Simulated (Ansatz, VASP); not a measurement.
# TaO2 (1T-TaO2 monolayer): VASP beside Ansatz

One calculation is typed for both programs; each brings its own data sets. How far apart do they land? The cell is taken from a series of runs on this material, whose earlier steps may have relaxed, scaled, displaced or heated it; both programs get it as it stands.

Method: plane waves, with VASP 6.6.1 beside it; PBE with D3(BJ), in Ansatz 0.2.0.

**1. Starting point**

The cell holds 3 atoms: 2 O and 1 Ta. Cell: a = 3.032 Å, b = 3.032 Å, c = 20.248 Å, α = 90.0°, β = 90.0°, γ = 120.0°. Vacuum lies along c.

**2. VASP: single point, PBE with D3(BJ)**

With cell and atoms fixed, the geometry can't cause a difference; cores, projectors, grids and the points listed under the comparison can.

Lines of VASP's logs that name or quote its potential files are left out, and so is its time.

The input, INCAR:

```
SYSTEM = TaO2
PREC = Accurate
ENCUT = 520
EDIFF = 1E-06
NELM = 120
ISMEAR = -1
SIGMA = 0.05
LREAL = .FALSE.
ALGO = Normal
GGA = PE
IVDW = 12
NBANDS = 17
LASPH = .TRUE.
LORBIT = 11
LWAVE = .FALSE.
LCHARG = .FALSE.
ISIF = 2
LDIPOL = .TRUE.
IDIPOL = 3
DIPOL = 0.5 0.5 0.5
LVHAR = .TRUE.
GGA_COMPAT = .FALSE.
NELMDL = -8
```

The input, POSCAR:

```
TaO2
1.0
    3.0322960909      0.0000000000      0.0000000000
   -1.5161480455      2.6260454465      0.0000000000
    0.0000000000      0.0000000000     20.2476593981
O Ta
2 1
Direct
    0.6666666667      0.3333333333      0.4444958216
    0.3333333333      0.6666666667      0.5555041784
    0.0000000000      0.0000000000      0.5000000000
```

The input, KPOINTS:

```
Automatic mesh
0
Gamma
18 18 1
0 0 0
```

Potentials, in the order of the species: O and Ta_pv (PBE family, release 64).

On the command line:

```bash
$ mpirun -np 1 vasp_std
```

Numbers of over 12 decimals in the logs are rounded to 6 here.

Output:

```text
[banner, memory and clock lines left out]
running    1 mpi-ranks, on    1 nodes
 distrk:  each k-point on    1 cores,    1 groups
 distr:  one band on    1 cores,    1 groups

 POSCAR found type information on POSCAR O Ta
 POSCAR found :  2 types and       3 ions
 LDA part: xc-table for (Slater+PW92), standard interpolation
 POSCAR, INCAR and KPOINTS ok, starting setup
 FFT: planning ... GRIDC
 FFT: planning ... GRID_SOFT
 FFT: planning ... GRID
 WAVECAR not read
 entering main loop
       N       E                     dE             d eps       ncg     rms          rms(c)
DAV:   1     0.164907102840E+03    0.16491E+03   -0.11511E+04  1554   0.105E+03
DAV:   2    -0.160083244169E+02   -0.18092E+03   -0.17614E+03  1665   0.258E+02
DAV:   3    -0.333392338880E+02   -0.17331E+02   -0.17047E+02  1680   0.838E+01
DAV:   4    -0.335702180981E+02   -0.23098E+00   -0.22851E+00  1812   0.107E+01
DAV:   5    -0.335731406269E+02   -0.29225E-02   -0.29197E-02  1685   0.114E+00
DAV:   6    -0.335732114353E+02   -0.70808E-04   -0.70783E-04  1833   0.166E-01
DAV:   7    -0.335732137416E+02   -0.23063E-05   -0.23050E-05  1715   0.277E-02
DAV:   8    -0.335732138243E+02   -0.82701E-07   -0.82963E-07  1626   0.511E-03    0.268E+01
DAV:   9    -0.289434983883E+02    0.46297E+01   -0.30717E+01  1523   0.412E+01    0.112E+01
DAV:  10    -0.287373556753E+02    0.20614E+00   -0.30831E+00  1463   0.125E+01    0.759E+00
DAV:  11    -0.286608846605E+02    0.76471E-01   -0.44989E-01  1862   0.588E+00    0.153E+00
DAV:  12    -0.286552663655E+02    0.56183E-02   -0.25103E-02  1661   0.148E+00    0.188E-01
DAV:  13    -0.286548739091E+02    0.39246E-03   -0.29024E-03  1852   0.473E-01    0.719E-02
DAV:  14    -0.286548571303E+02    0.16779E-04   -0.21706E-04  1667   0.143E-01    0.235E-02
DAV:  15    -0.286548425685E+02    0.14562E-04   -0.10234E-04  1690   0.660E-02    0.140E-02
DAV:  16    -0.286549073228E+02   -0.64754E-04   -0.19339E-05  1667   0.294E-02    0.187E-02
DAV:  17    -0.286550262758E+02   -0.11895E-03   -0.25833E-05  1708   0.286E-02    0.261E-03
DAV:  18    -0.286550962732E+02   -0.69997E-04   -0.53173E-06  1711   0.936E-03    0.186E-03
DAV:  19    -0.286551299629E+02   -0.33690E-04   -0.16869E-06  1342   0.471E-03    0.740E-04
DAV:  20    -0.286551449928E+02   -0.15030E-04   -0.97527E-07  1330   0.349E-03    0.715E-04
DAV:  21    -0.286551489114E+02   -0.39187E-05   -0.16758E-07  1490   0.152E-03    0.183E-04
DAV:  22    -0.286551516033E+02   -0.26919E-05   -0.13588E-07  1410   0.118E-03    0.230E-04
DAV:  23    -0.286551532697E+02   -0.16664E-05   -0.54987E-08  1475   0.692E-04    0.706E-05
DAV:  24    -0.286551536934E+02   -0.42375E-06   -0.42904E-09  1238   0.330E-04
   1 F= -.29063805E+02 E0= -.29054815E+02  d E =-.179808E-01
```

From OUTCAR (step 2):

```text
ion  position               nearest neighbor table
   1  0.667  0.333  0.444-   3 2.08   3 2.08   3 2.08
   2  0.333  0.667  0.556-   3 2.08   3 2.08   3 2.08
   3  0.000  0.000  0.500-   1 2.08   2 2.08   1 2.08   2 2.08   1 2.08   2 2.08

  LATTYP: Found a hexagonal cell.
 ALAT       =     3.0322960909
 C/A-ratio  =     6.6773358508

 Subroutine GETGRP returns: Found 12 space group operations
 (whereof 12 operations were pure point group operations)

The static configuration has the point symmetry D_3d.

 Found     37 irreducible k-points:

   k-points           NKPTS =     37   k-points in BZ     NKDIM =     37   number of bands    NBANDS=     17

   dimension x,y,z NGX =    24 NGY =   24 NGZ =  160
   dimension x,y,z NGXF=    48 NGYF=   48 NGZF=  320

   ENCUT  =  520.0 eV  38.22 Ry    6.18 a.u.   5.64  5.64 37.65*2*pi/ulx,y,z

   NELECT =      23.0000    total number of electrons

 k-points in reciprocal lattice and weights: Automatic mesh
   0.00000000  0.00000000  0.00000000       0.003
   0.05555556 -0.00000000  0.00000000       0.019
   0.11111111 -0.00000000  0.00000000       0.019
   0.16666667  0.00000000  0.00000000       0.019
   0.22222222  0.00000000  0.00000000       0.019
   0.27777778  0.00000000  0.00000000       0.019
   0.33333333 -0.00000000  0.00000000       0.019
   0.38888889 -0.00000000  0.00000000       0.019
   0.44444444  0.00000000  0.00000000       0.019
[...]
0.33333333  0.27777778  0.00000000       0.037
   0.33333333  0.33333333  0.00000000       0.006

 dipolmoment           0.000000      0.000000      0.000000 electrons x Angstroem

 average (electrostatic) potential at core
       1 -79.9202       2 -79.9202       3 -47.6533

 E-fermi :  -2.7883

 k-point     1 :       0.0000    0.0000    0.0000
  band No.  band energies     occupation
    ...
      7     -10.0312      2.00000
      8     -10.0312      2.00000
      9      -7.3350      2.00000
     10      -6.8290      2.00000
     11      -6.8290      2.00000
     12      -2.6342      0.08774
     13      -2.6342      0.08774
     14      -1.1420      0.00000
     15       0.0039      0.00000
     16       1.8999      0.00000
    ...

 k-point     2 :       0.0556   -0.0000    0.0000
  band No.  band energies     occupation
    ...
      7     -10.0609      2.00000
      8      -9.9922      2.00000
      9      -7.2672      2.00000
     10      -7.0053      2.00000
     11      -6.8920      2.00000
     12      -2.6507      0.12011
     13      -2.5424      0.01453
     14      -1.1333      0.00000
     15       0.1440      0.00000
     16       1.7950      0.00000
    ...

 k-point     3 :       0.1111   -0.0000    0.0000
  band No.  band energies     occupation
    ...
      7     -10.1155      2.00000
      8      -9.8833      2.00000
      9      -7.4921      2.00000
     10      -7.0749      2.00000
     11      -7.0541      2.00000
     12      -2.7136      0.36707
     13      -2.2922      0.00010
     14      -1.1096      0.00000
     15       0.5220      0.00000
     16       1.5777      0.00000
    ...

 Edisp (eV)   -0.40865

  Total       0.19318     0.19318     0.10418    -0.00000     0.00000     0.00000
  in kB       1.91966     1.91966     1.03527    -0.00000     0.00000     0.00000
  external pressure =        1.62 kB  Pullay stress =        0.00 kB

  energy-cutoff  :      520.00
  volume of cell :      161.23
      direct lattice vectors                 reciprocal lattice vectors
     3.032296091  0.000000000  0.000000000     0.329783098  0.190400361  0.000000000
    -1.516148046  2.626045447  0.000000000     0.000000000  0.380800721  0.000000000
     0.000000000  0.000000000 20.247659398     0.000000000  0.000000000  0.049388425

 POSITION                                       TOTAL-FORCE (eV/Angst)
 -----------------------------------------------------------------------------------
      1.51615      0.87535      9.00000        -0.000000     -0.000000     -0.070865
     -0.00000      1.75070     11.24766        -0.000000      0.000000      0.070865
      0.00000      0.00000     10.12383         0.000000      0.000000      0.000000
 -----------------------------------------------------------------------------------
    total drift:                               -0.000000      0.000000     -0.000000

  FREE ENERGIE OF THE ION-ELECTRON SYSTEM (eV)
  ---------------------------------------------------
  free  energy   TOTEN  =       -29.0638050135 eV

  energy  without entropy=      -29.0458242568  energy(sigma->0) =      -29.05481464

 vacuum level on the upper side and lower side of the slab         2.339         2.339

 total charge
# of ion       s       p       d       tot
------------------------------------------
    1        1.574   3.456   0.000   5.030
    2        1.574   3.456   0.000   5.030
    3        0.312   6.273   2.244   8.829
--------------------------------------------------
tot          3.460  13.185   2.244  18.888

[... 3 further parts left out ...]
```

**3. Ansatz: single point, PBE with D3(BJ)**

Ansatz runs on its default PAW (the set named soft_2) files.

The same cell, functional, mesh and smearing now go to Ansatz, which takes its cutoff from its data sets.

The input, input.yaml:

```yaml
crystal:
  lattice:
    - [3.0322960909, 0.0, 0.0]
    - [-1.5161480455, 2.6260454465, 0.0]
    - [0.0, 0.0, 20.2476593981]
  atoms:
    - { symbol: O, position: [0.6666666667, 0.3333333333, 0.4444958216] }
    - { symbol: Ta, position: [0.0, 0.0, 0.5] }
    - { symbol: O, position: [0.3333333333, 0.6666666667, 0.5555041784] }
kpoints:
  mp_grid: { grid: [18, 18, 1] }
  band_path:
    path: [[0, 0, 0], [0.5, 0, 0], [0.33333333, 0.33333333, 0], [0, 0, 0]]
    npoints: 16
hamiltonian:
  xc: pbe
  dispersion: d3bj
scf:
  occupations: { method: fermi_dirac, width: 0.05 }
  convergence: { dr2_threshold: 1.0e-10 }
efield:
  axis: 3
  dipole_correction: true
  ramp_position: 0.97
  ramp_width: 0.06
  amplitude: 0
output:
  dos: { projected: true, e_range: [-6, 5] }
  bader: true
  write_potential: true
  write_density: true
  volumetric_format: npy
  elf: true
```

On the command line:

```bash
$ ansatz run input.yaml --threads 2 --pin off --max-ram 3072MiB --backend cpu --events-out ev --progress --plain --runs-dir out
```

Output:

```text
Engine: ansatz 0.2.0, aarch64-unknown-linux-gnu
Pseudopotentials: kind: paw
Pseudopotential: O, paw, valence charge 6, recommended cutoff 420 eV (normal), O.paw.azcp
Pseudopotential: Ta, paw, valence charge 13, recommended cutoff 420 eV (normal), Ta.paw.azcp
Functional definition: PBE
  parameter kappa = 0.804
  parameter beta = 0.066725
  exchange = pbe_x(kappa = kappa, mu = beta*pi^2/3)
  correlation = pbe_c(beta = beta)
Crystal: 3 atoms, lattice volume = 161.231 Å³
Basis set: ecut = 420 eV, 3091 PW (Γ)
Bands: 17, of which v1, the nominal top of the filled ones, is band 13 counted from 1 (12 counted from 0)
Symmetry: 6 space group operations
k-points: 37 of 324 (time reversal used)
Non-local potential: O, projectors of the file, l = 0: 2, l = 1: 2, l = 2: 1
Non-local potential: Ta, projectors of the file, l = 0: 3, l = 1: 2, l = 2: 2, l = 3: 1
PAW form: soft (Blöchl's): semilocal exchange-correlation on the pseudo side does not see the compensation charge
PAW one-centre angular grid: O, 110 points (default); XC on 64 Gauss nodes
PAW one-centre angular grid: Ta, 590 points (default); XC on 64 Gauss nodes
Initial density: superposition of atomic densities (neutral atoms: chi_scale 0, normalization atom), corrected by the library's trained network
Initial wavefunctions: pseudopotential atomic-orbital guess
Functional: x = pbe(κ = 0.804, μ = 0.219515), c = pbe(β = 0.066725)
SCF iter   1: F=—  HF=-11069.500288 eV  |F-HF|=—  |Δ(HF+E_count)|=         —  Δρ=3.60e-3  dr2=1.55e-2  ethr=1.77e-3  p=0.000 e·Å  D=1.80e-14 V/Å  ΔV_dip=-0.00 eV  dr2_dipole=1.93e-10  V_vac-E_F(+/−)=5.24/5.24 eV  ⟨swp⟩=8.1  Hψ=4085  notcnv=0
efield: sawtooth ramp at fractional position 0.9700 (set: `efield.ramp_position`, or a place that a band, a saddle search or an elastic batch's reference lends), width 0.0600; the density the first Hamiltonian is built on has a dipole p = 0.000 e·Å; the dipole correction subtracts the counter field D = 1.80e-14 V/Å, which shifts the + side's vacuum level by -0.00 eV against the − side's; the planar-averaged density in the ramp window peaks in size at 1.9e-6 e/Å³
preconditioner: auto → LDOS  [metal: Δε(μ)=0.053 eV  Ē_g=12.040 eV  σ=0.050 eV  W_gap=0.25  n_scr=12 (ndim 8)  ℏωp=12.1 eV  f_vac=0.750  D(μ)=2.25/eV (n_scr^D=10)  β→1.0]
SCF iter   2: F=—  HF=-11069.499997 eV  |F-HF|=—  |Δ(HF+E_count)|=   2.91e-4  Δρ=1.72e-3  dr2=2.60e-3  ethr=6.20e-5  p=0.000 e·Å  D=1.27e-5 V/Å  ΔV_dip=-0.00 eV  dr2_dipole=1.30e-10  V_vac-E_F(+/−)=5.14/5.14 eV  ⟨swp⟩=2.8  Hψ=1545  notcnv=0
SCF iter   3: F=—  HF=-11069.499496 eV  |F-HF|=—  |Δ(HF+E_count)|=   5.01e-4  Δρ=4.30e-4  dr2=2.88e-4  ethr=1.04e-5  p=0.000 e·Å  D=3.07e-6 V/Å  ΔV_dip=-0.00 eV  dr2_dipole=1.91e-11  V_vac-E_F(+/−)=5.10/5.10 eV  ⟨swp⟩=2.1  Hψ=1061  notcnv=0
SCF iter   4: F=—  HF=-11069.499515 eV  |F-HF|=—  |Δ(HF+E_count)|=   2.00e-5  Δρ=1.12e-4  dr2=2.56e-5  ethr=1.15e-6  p=-0.000 e·Å  D=-6.87e-7 V/Å  ΔV_dip=0.00 eV  dr2_dipole=7.85e-13  V_vac-E_F(+/−)=5.09/5.09 eV  ⟨swp⟩=2.1  Hψ=878  notcnv=0
SCF iter   5: F=—  HF=-11069.499523 eV  |F-HF|=—  |Δ(HF+E_count)|=   7.51e-6  Δρ=2.43e-5  dr2=9.76e-7  ethr=1.03e-7  p=0.000 e·Å  D=7.44e-7 V/Å  ΔV_dip=-0.00 eV  dr2_dipole=2.26e-13  V_vac-E_F(+/−)=5.09/5.09 eV  ⟨swp⟩=2.3  Hψ=950  notcnv=0
SCF iter   6: F=—  HF=-11069.499593 eV  |F-HF|=—  |Δ(HF+E_count)|=   7.00e-5  Δρ=3.83e-6  dr2=2.02e-8  ethr=3.90e-9  p=-0.000 e·Å  D=-7.11e-7 V/Å  ΔV_dip=0.00 eV  dr2_dipole=2.40e-13  V_vac-E_F(+/−)=5.09/5.09 eV  ⟨swp⟩=2.3  Hψ=1083  notcnv=0
SCF iter   7: F=—  HF=-11069.499593 eV  |F-HF|=—  |Δ(HF+E_count)|=   1.39e-7  Δρ=5.81e-7  dr2=4.09e-10  ethr=8.07e-11  p=0.000 e·Å  D=4.71e-7 V/Å  ΔV_dip=-0.00 eV  dr2_dipole=1.28e-13  V_vac-E_F(+/−)=5.09/5.09 eV  ⟨swp⟩=2.5  Hψ=1180  notcnv=0
SCF iter   8: F=-11069.499593 eV  HF=-11069.499593 eV  |F-HF|=1.02e-10  |Δ(HF+E_count)|=   1.89e-9  Δρ=1.89e-7  dr2=3.74e-11  ethr=1.00e-12  p=-0.000 e·Å  D=-3.51e-7 V/Å  ΔV_dip=0.00 eV  dr2_dipole=1.15e-13  V_vac-E_F(+/−)=5.09/5.09 eV  ⟨swp⟩=5.1  Hψ=2239  notcnv=0
SCF 1 converged in 8 iterations: F = -11069.499593 eV  dr2 = 3.74e-11
  greatest PAW one-centre occupation: 0.999 electrons in one spin orbital (limit 2), on the Ta atom at site 1 (counted from 0), in its partial waves of l = 0
NSCF: frozen V_eff on 49 k-points
efield: sawtooth ramp at fractional position 0.9700 (kept from the solve that this one continues, or follows in the run), width 0.0600; the density the first Hamiltonian is built on has a dipole p = -0.000 e·Å; the dipole correction subtracts the counter field D = -3.51e-7 V/Å, which shifts the + side's vacuum level by +0.00 eV against the − side's; the planar-averaged density in the ramp window peaks in size at 3.3e-6 e/Å³
WARN: The output density's exchange-correlation potential varies sharply where the density is thin. Do not read a vacuum level from v_tot or v_xc, or from such a field of the output density. On a cell that repeats whose density bears no net charge and no dipole along the vacuum's axis use v_es (v_loc + v_h of the components); under efield.dipole_correction with no amplitude use v_es + v_field, which holds any externa [...]
SCF converged after 8 iterations
Free energy (F): -11069.499593 eV
Harris-Foulkes:  -11069.499593 eV  (|F-HF|=1.02e-10)
Internal energy: -11069.481795 eV  (E = F + TS)
E sigma→0 (E₀):  -11069.490694 eV
Entropy (-TS):   -0.017798 eV (-5.933 meV/atom)
Fermi energy:    -0.996974 eV
Dipole field:    D = 0.000000 V/Å  (p = 0.000000 e·Å, saw-weighted, corrected)
Work function:   Φ+ = 5.0890 eV   Φ− = 5.0890 eV
Levels:          The Fermi level and band energies are counted from a zero that moves with the ramp; work functions are not
--- Per-component energies (eV) ---
  E_band       = -536.588676
  E_kinetic    = 715.215815
  E_local      = -18320.895777  (includes V_loc(G=0)·N_el)
  E_nonlocal   = 109.818267
  E_hartree    = 8767.401996
  E_xc         = -365.498998
  E_vxc        = -391.587072  (∫ρ·V_xc dr)
  E_paw        = -8712.437290  (= ΣΔE_a)
  E_vpaw       = -183.948882  (= ΣTr[D̂ρ^β])
  E_aug_tail   = 0.005116  (compensation charges beyond the density's cutoff)
  E_efield     = 0.000000  (sawtooth field / dipole correction)
  E_vefield    = 0.000000  (∫n·V_field dr)
  E_ewald      = 6737.317768
  E_disp       = -0.408693  (pairwise vdW)
  E_smearing   = -0.017798  (= −TS)
  E_closure    = 0.000000  (closes the sum)
  Σ components = -11069.499593   (vs F -11069.499593, Δ=0.00e0)
--- Band table (eV; the first three rows and the last of 37) ---
  k-point 0: bands = [... 9 lower, -5.5652, -5.0556, -5.0556, -0.8329, -0.8329, 0.6465, 1.7796, 3.6475]
  k-point 1: bands = [... 9 lower, -5.4979, -5.2310, -5.1185, -0.8506, -0.7416, 0.6552, 1.9189, 3.5560]
  k-point 2: bands = [... 9 lower, -5.7149, -5.3074, -5.2798, -0.9159, -0.4925, 0.6790, 2.2954, 3.3521]
  k-point 36: bands = [... 9 lower, -6.4273, -6.4273, -5.7920, -0.0162, 0.4810, 0.4810, 4.7614, 4.7614]
--- Bader charges: 3 sites ---
  site symbol  charge [e]  shift [e]
     0      O     -1.2187     0.0014
     1     Ta      2.4375     0.0029
     2      O     -1.2188     0.0014
  estimated error of the sums over rays = 6.0e-4 e
```

**4. Comparison**

Known differences besides the potentials themselves: the data sets hold 25 valence electrons in Ansatz (on its default PAW (the set named soft_2) files) and 23 in VASP; the cutoff is 420 eV in Ansatz and 520 eV in VASP. Total energies have different zeros and are not compared.

Both answers:

```
                                   quantity  Ansatz  VASP  difference
 work function, lower of the two faces (eV)    5.09  5.13       -0.04
work function, higher of the two faces (eV)    5.09  5.13       -0.04
```

Where the cell holds vacuum, a pressure given here is an average over it and none of the material.

**5. Results**

| Quantity | Value |
| --- | --- |
| difference in work function, lower of the two faces (single point, PBE with D3(BJ)) | -0.038 eV |

The difference in work function, lower of the two faces is -0.038 eV (single point, PBE with D3(BJ)). The data sets hold unlike numbers of valence electrons (25 in Ansatz and 23 in VASP), so part of the differences may come from the potentials. How closely two codes agree says nothing of how well the functional describes the real material.

[Lines on the potential files, build, host, timing and source positions are cut from VASP's logs without a mark.]

[Logs are printed without paths, hosts, clocks, repeated set-up lines and the standing remarks that a program may print on its own settings, such as how far it seeks lower states.]

[Hosts, paths, dates, database ids (printed as entryN), source tags and the programs' standing remarks are cut or masked in the printed files.]
